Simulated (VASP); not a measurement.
# PmSe (F-43m) in VASP: a series of runs

Runs on PmSe. Level: LDA+U. Tasks: single point.

Program: VASP 6.6.1. These are calculated values, not measurements. Logs are shortened: lines on timing, memory, paths and dates and some standing lists are left out, and cuts for length are marked.

## 1. Starting point

Symmetry: F-43m, No. 216, cubic system. The conventional cell has a = 6.446 Å, b = 6.446 Å, c = 6.446 Å, α = 90.00°, β = 90.00°, γ = 90.00°. Pm (site symmetry -43m) has 4 Se at 2.79 Å as nearest neighbours. Se (site symmetry -43m) has 4 Pm at 2.79 Å as nearest neighbours.

The cell comes from a database or a generator and needn't be the stable form of this composition.

## 2. Single point, LDA+U, collinear spin, random start

File INCAR:

```
PREC = Accurate
ENCUT = 520
EDIFF = 1E-6
ISMEAR = 0
SIGMA = 0.05
LREAL = F
LASPH = T
NELM = 150
ALGO = Normal
ISIF = 2
LWAVE = F
LCHARG = T
ISPIN = 2
MAGMOM = 0.96 0
LORBIT = 11
LMAXMIX = 6
LDAU = T
LDAUTYPE = 2
LDAUL = 3 -1
LDAUU = 6 0
LDAUJ = 0 0
LDAUPRINT = 1
GGA = CA
LELF = T
LVHAR = T
NBANDS = 22
```

File KPOINTS:

```
Automatic mesh
0
Gamma
  5 5 5
```

File POSCAR:

```
PmSe
1.0
    0.0000000000      3.2231904100      3.2231904100
    3.2231904100      0.0000000000      3.2231904100
    3.2231904100      3.2231904100      0.0000000000
Pm Se
1 1
Direct
    0.0000000000      0.0000000000      0.0000000000
    0.2500000000      0.2500000000      0.2500000000
```

Potentials or basis: VASP PAW PBE potentials, release 64 (Pm, Se).

The run is started by

```sh
cat potpaw_PBE.64/Pm/POTCAR potpaw_PBE.64/Se/POTCAR > POTCAR
mpirun -np 1 vasp_std > vasp.out
```

OUTCAR:

```text
PREC = Accurate
   ENCUT = 520
   EDIFF = 1E-6
   ISMEAR = 0
   LREAL = F
   LASPH = T
   NELM = 150
   ISIF = 2
   ISPIN = 2
   LORBIT = 11
   GGA = CA

 ion  position               nearest neighbor table
   1  0.000  0.000  0.000-   2 2.79   2 2.79   2 2.79   2 2.79
   2  0.250  0.250  0.250-   1 2.79   1 2.79   1 2.79   1 2.79

  LATTYP: Found a face centered cubic cell.
 ALAT       =     6.4463808200

  Lattice vectors:

 A1 = (   0.0000000000,   3.2231904100,   3.2231904100)
 A2 = (   3.2231904100,   0.0000000000,   3.2231904100)
 A3 = (   3.2231904100,   3.2231904100,   0.0000000000)

Analysis of symmetry for initial positions (statically):
=====================================================================
 Subroutine PRICEL returns:
 Original cell was already a primitive cell.

 Routine SETGRP: Setting up the symmetry group for a
 face centered cubic supercell.

 Subroutine GETGRP returns: Found 24 space group operations
 (whereof 24 operations were pure point group operations)
 out of a pool of 48 trial point group operations.

The static configuration has the point symmetry T_d .

Analysis of symmetry for dynamics (positions and initial velocities):
=====================================================================
 Subroutine PRICEL returns:
 Original cell was already a primitive cell.

 Routine SETGRP: Setting up the symmetry group for a
 face centered cubic supercell.

 Subroutine GETGRP returns: Found 24 space group operations
 (whereof 24 operations were pure point group operations)
 out of a pool of 48 trial point group operations.

The dynamic configuration has the point symmetry T_d .

Analysis of structural, dynamic, and magnetic symmetry:
=====================================================================
 Subroutine PRICEL returns:
 Original cell was already a primitive cell.

 Routine SETGRP: Setting up the symmetry group for a
 face centered cubic supercell.

 Subroutine GETGRP returns: Found 24 space group operations
 (whereof 24 operations were pure point group operations)
 out of a pool of 48 trial point group operations.

The overall configuration has the point symmetry T_d .

 Subroutine INISYM returns: Found 24 space group operations
 (whereof 24 operations are pure point group operations),
 and found     1 'primitive' translations

----------------------------------------------------------------------------------------

                                     Primitive cell

  volume of cell :      66.9712

  direct lattice vectors                    reciprocal lattice vectors
     0.000000000  3.223190410  3.223190410    -0.155125803  0.155125803  0.155125803
     3.223190410  0.000000000  3.223190410     0.155125803 -0.155125803  0.155125803
     3.223190410  3.223190410  0.000000000     0.155125803  0.155125803 -0.155125803

  length of vectors
     4.558279592  4.558279592  4.558279592     0.268685772  0.268685772  0.268685772

  position of ions in fractional coordinates (direct lattice)
     0.000000000  0.000000000  0.000000000
     0.250000000  0.250000000  0.250000000

  ion indices of the primitive-cell ions
   primitive index   ion index
                 1           1
                 2           2

----------------------------------------------------------------------------------------

 KPOINTS: Automatic mesh

Automatic generation of k-mesh.
 Grid dimensions read from file:
 generate k-points for:    5    5    5

 Generating k-lattice:

  Cartesian coordinates                     Fractional coordinates (reciprocal lattice)
    -0.031025161  0.031025161  0.031025161     0.200000000  0.000000000  0.000000000
     0.031025161 -0.031025161  0.031025161     0.000000000  0.200000000  0.000000000
[... 65 lines left out ...]
  Fermi-wavevector in a.u.,A,eV,Ry     =   1.112206  2.101765 16.830442  1.237003
  Thomas-Fermi vector in A             =   2.248778
   LORBIT       =     11    0 simple, 1 ext, 2 COOP (PROOUT), +10 PAW based schemes
 LDA+U is selected, type is set to LDAUTYPE =  2
   angular momentum for each species LDAUL =     3   -1
   U (eV)           for each species LDAUU =   6.0  0.0
   J (eV)           for each species LDAUJ =   0.0  0.0
   GGA     = CA    functional components
   LHFCALC =     F    Hartree Fock is set to
   AEXX    =    0.0000 exact exchange contribution
   IVDW    =     0    specifies the selected vdW correction
   LEPSILON=     F    determine dielectric tensor
   LRPA    =     F    only Hartree local field effects (RPA)
 spin polarized calculation
 Gauss-broadening in eV      SIGMA  =   0.05
  energy-cutoff  :      520.00
  volume of cell :       66.97
 maximum number of plane-waves:      1829
 NGX is ok and might be reduce to    36
   NGX = 17   NGY = 17   NGZ = 17

 number of electron      21.0000000 magnetization       2.6410894

 Free energy of the ion-electron system (eV)
  ---------------------------------------------------
  ext. energy  EPLUGINS =         0.00000000
  ---------------------------------------------------
  free energy    TOTEN  =        -5.72948215 eV

  energy without entropy =       -5.70905490  energy(sigma->0) =       -5.71926852

atom =   1  type =  1  l = 3

 onsite density matrix

spin component  1

  0.4317  0.0000 -0.4265  0.0000 -0.0000 -0.0000  0.0000
  0.0000  0.9776  0.0000 -0.0000 -0.0000 -0.0000 -0.0000
 -0.4265  0.0000  0.6519 -0.0000  0.0000 -0.0000 -0.0000
  0.0000 -0.0000 -0.0000  0.1013  0.0000 -0.0000 -0.0000
 -0.0000 -0.0000  0.0000  0.0000  0.6519 -0.0000  0.4265
 -0.0000 -0.0000 -0.0000 -0.0000 -0.0000  0.9822 -0.0000
  0.0000 -0.0000 -0.0000 -0.0000  0.4265 -0.0000  0.4317

spin component  2

  0.0024 -0.0000  0.0002  0.0000  0.0000  0.0000 -0.0000
 -0.0000  0.0044 -0.0000 -0.0000 -0.0000 -0.0000 -0.0000
  0.0002 -0.0000  0.0023  0.0000 -0.0000  0.0000  0.0000
  0.0000 -0.0000  0.0000  0.0026 -0.0000 -0.0000 -0.0000
  0.0000 -0.0000 -0.0000 -0.0000  0.0023  0.0000 -0.0002
  0.0000 -0.0000  0.0000 -0.0000  0.0000  0.0022  0.0000
 -0.0000 -0.0000  0.0000 -0.0000 -0.0002  0.0000  0.0024

 occupancies and eigenvectors

  o =  0.0022  v =  0.0000  0.0000  0.0000  0.0000  0.0000  0.0000  0.0000 -0.0000 -0.0000  0.0000 -0.0000  0.0000 -1.0000  0.0000      0.0000  0.0000  0.0000  0.0000  0.0000  0.0000  0.0000  0.0000  0.0000  0.0000  0.0000  0.0000  0.0000  0.0000
  o =  0.0022  v =  0.0000  0.0000  0.0000  0.0000  0.0000  0.0000  0.0000 -0.6124 -0.0000  0.7906 -0.0000 -0.0014  0.0000 -0.0011      0.0000  0.0000  0.0000  0.0000  0.0000  0.0000  0.0000  0.0000  0.0000  0.0000  0.0000  0.0000  0.0000  0.0000
  o =  0.0022  v =  0.0000  0.0000  0.0000  0.0000  0.0000  0.0000  0.0000 -0.0011  0.0000  0.0014  0.0000  0.7906  0.0000  0.6124      0.0000  0.0000  0.0000  0.0000  0.0000  0.0000  0.0000  0.0000  0.0000  0.0000  0.0000  0.0000  0.0000  0.0000
  o =  0.0026  v =  0.0000  0.0000  0.0000  0.0000  0.0000  0.0000  0.0000  0.7902  0.0000  0.6121 -0.0290  0.0008  0.0000 -0.0010      0.0000  0.0000  0.0000  0.0000  0.0000  0.0000  0.0000  0.0000  0.0000  0.0000  0.0000  0.0000  0.0000  0.0000
  o =  0.0026  v =  0.0000  0.0000  0.0000  0.0000  0.0000  0.0000  0.0000  0.0230 -0.0000  0.0178  0.9996 -0.0015 -0.0000  0.0019      0.0000  0.0000  0.0000  0.0000  0.0000  0.0000  0.0000  0.0000  0.0000  0.0000  0.0000  0.0000  0.0000  0.0000
  o =  0.0026  v =  0.0000  0.0000  0.0000  0.0000  0.0000  0.0000  0.0000 -0.0010 -0.0000 -0.0007  0.0025  0.6124  0.0000 -0.7906      0.0000  0.0000  0.0000  0.0000  0.0000  0.0000  0.0000  0.0000  0.0000  0.0000  0.0000  0.0000  0.0000  0.0000
  o =  0.0044  v =  0.0000  0.0000  0.0000  0.0000  0.0000  0.0000  0.0000  0.0000 -1.0000  0.0000  0.0000 -0.0000  0.0000  0.0000      0.0000  0.0000  0.0000  0.0000  0.0000  0.0000  0.0000  0.0000  0.0000  0.0000  0.0000  0.0000  0.0000  0.0000
  o =  0.1013  v =  0.0000 -0.0000  0.0000  0.9995 -0.0202  0.0000  0.0260  0.0000  0.0000  0.0000  0.0000  0.0000  0.0000  0.0000      0.0000  0.0000  0.0000  0.0000  0.0000  0.0000  0.0000  0.0000  0.0000  0.0000  0.0000  0.0000  0.0000  0.0000
  o =  0.1013  v = -0.0042  0.0000 -0.0033 -0.0329 -0.6120 -0.0000  0.7901  0.0000  0.0000  0.0000  0.0000  0.0000  0.0000  0.0000      0.0000  0.0000  0.0000  0.0000  0.0000  0.0000  0.0000  0.0000  0.0000  0.0000  0.0000  0.0000  0.0000  0.0000
  o =  0.1013  v =  0.7906 -0.0000  0.6124 -0.0002 -0.0033  0.0000  0.0042  0.0000  0.0000  0.0000  0.0000  0.0000  0.0000  0.0000      0.0000  0.0000  0.0000  0.0000  0.0000  0.0000  0.0000  0.0000  0.0000  0.0000  0.0000  0.0000  0.0000  0.0000
  o =  0.9776  v =  0.0000  1.0000  0.0000 -0.0000 -0.0000  0.0000 -0.0000  0.0000  0.0000  0.0000  0.0000  0.0000  0.0000  0.0000      0.0000  0.0000  0.0000  0.0000  0.0000  0.0000  0.0000  0.0000  0.0000  0.0000  0.0000  0.0000  0.0000  0.0000
  o =  0.9822  v =  0.0000 -0.0000 -0.0000  0.0000 -0.0181  0.9997 -0.0141  0.0000  0.0000  0.0000  0.0000  0.0000  0.0000  0.0000      0.0000  0.0000  0.0000  0.0000  0.0000  0.0000  0.0000  0.0000  0.0000  0.0000  0.0000  0.0000  0.0000  0.0000
  o =  0.9822  v =  0.0000  0.0000  0.0000  0.0000  0.7904  0.0230  0.6122  0.0000  0.0000  0.0000  0.0000  0.0000  0.0000  0.0000      0.0000  0.0000  0.0000  0.0000  0.0000  0.0000  0.0000  0.0000  0.0000  0.0000  0.0000  0.0000  0.0000  0.0000
  o =  0.9822  v = -0.6124 -0.0000  0.7906 -0.0000 -0.0000  0.0000  0.0000  0.0000  0.0000  0.0000  0.0000  0.0000  0.0000  0.0000      0.0000  0.0000  0.0000  0.0000  0.0000  0.0000  0.0000  0.0000  0.0000  0.0000  0.0000  0.0000  0.0000  0.0000

 number of electron      21.0000000 magnetization       4.6655937

 Free energy of the ion-electron system (eV)
  ---------------------------------------------------
  ext. energy  EPLUGINS =         0.00000000
  ---------------------------------------------------
  free energy    TOTEN  =       -13.09950389 eV

  energy without entropy =      -13.09103631  energy(sigma->0) =      -13.09527010

 E-fermi :   4.6796     XC(G=0):  -9.0996

 val. band max:        4.6690524266   @ k =   0.4000   0.0000   0.0000
 cond. band min:       4.6949184871   @ k =  -0.4000   0.4000   0.2000
 fundamental gap:      0.0258660605
 Fermi energy:         4.6796113977

 spin component 1

 k-point     1 :       0.0000    0.0000    0.0000
  band No.  band energies     occupation
      1     -35.2597      1.00000
      2     -15.6890      1.00000
      3     -15.6890      1.00000
      4     -15.6890      1.00000
      5      -9.4665      1.00000
      6      -0.3699      1.00000
[... 239 lines left out ...]
     21       9.6636      0.00000
     22      10.9642      0.00000
 Fermi energy:         4.6796113977

 spin component 2

 k-point     1 :       0.0000    0.0000    0.0000
  band No.  band energies     occupation
      1     -33.4122      1.00000
      2     -14.2895      1.00000
      3     -14.2895      1.00000
      4     -14.2895      1.00000
      5      -9.4063      1.00000
      6       0.4596      1.00000
[... 239 lines left out ...]
     21      10.2955      0.00000
     22      11.4998      0.00000

------------------------ aborting loop because EDIFF is reached ----------------------------------------

  FORCE on cell =-STRESS in cart. coord.  units (eV):
  Direction    XX          YY          ZZ          XY          YZ          ZX
  --------------------------------------------------------------------------------------
  -------------------------------------------------------------------------------------
  Total        0.6775489      0.6775489      0.6775489      0.0000000      0.0000000      0.0000000
  in kB       16.2092646     16.2092646     16.2092646      0.0000000      0.0000000      0.0000000
  external PRESSURE =      16.2092646 kB  Pullay stress =       0.0000000 kB

 VOLUME and BASIS-vectors are now :
 -----------------------------------------------------------------------------
  energy-cutoff  :      520.00
  volume of cell :       66.97
      direct lattice vectors                 reciprocal lattice vectors
     0.000000000  3.223190410  3.223190410    -0.155125803  0.155125803  0.155125803
     3.223190410  0.000000000  3.223190410     0.155125803 -0.155125803  0.155125803
     3.223190410  3.223190410  0.000000000     0.155125803  0.155125803 -0.155125803

 POSITION                                       TOTAL-FORCE (eV/Angst)
 -----------------------------------------------------------------------------------
      0.00000      0.00000      0.00000         0.000000      0.000000      0.000000
      1.61160      1.61160      1.61160        -0.000000     -0.000000     -0.000000
 -----------------------------------------------------------------------------------
    total drift:                                0.000000      0.000000      0.000000

  FREE ENERGIE OF THE ION-ELECTRON SYSTEM (eV)
  ---------------------------------------------------
  free  energy   TOTEN  =       -13.0995038916 eV

  energy  without entropy=      -13.0910363055  energy(sigma->0) =      -13.09527010

 total charge

# of ion       s       p       d       f       tot
--------------------------------------------------
    1        2.002   5.554   0.547   4.241  12.344
    2        1.448   2.488   0.026   0.000   3.963
--------------------------------------------------
tot          3.449   8.043   0.573   4.241  16.306

 magnetization (x)

# of ion       s       p       d       f       tot
--------------------------------------------------
    1       -0.006   0.012   0.124   4.206   4.335
    2       -0.005  -0.038   0.011   0.000  -0.032
--------------------------------------------------
tot         -0.011  -0.027   0.136   4.206   4.303
```

Wall time 2 min (1 thread of Intel Xeon Platinum 8375C at 2.90GHz (Ice Lake), shared host); peak memory 0.2 GiB.

What came out:

```yaml
Free_energy: -13.0995 eV
Pressure: 1.6 GPa
Band_gap_on_the_k_mesh: none (metal or under the smearing width)
Net_moment: 4.67 μB per cell
Site_moments: Pm +4.33; Se -0.03 μB
Valence_electrons_inside_the_program's_atomic_spheres: Pm 12.34; Se 3.96
```

Eigenvalues of the final occupation matrices:
| site | spin | trace | eigenvalues |
| --- | --- | --- | --- |
| site 1 f | 1 | 4.23 | 0.10 0.10 0.10 0.98 0.98 0.98 0.98 |
| site 1 f | 2 | 0.02 | 0.00 0.00 0.00 0.00 0.00 0.00 0.00 |

Caveat: the magnetic or orbital state may not be the lowest; the PAW data sets were made with another functional, which shifts forces and pressure a little; spin-orbit coupling is left out, which moves the levels of the heavy elements.

(Part 1 of 2 ends here.)
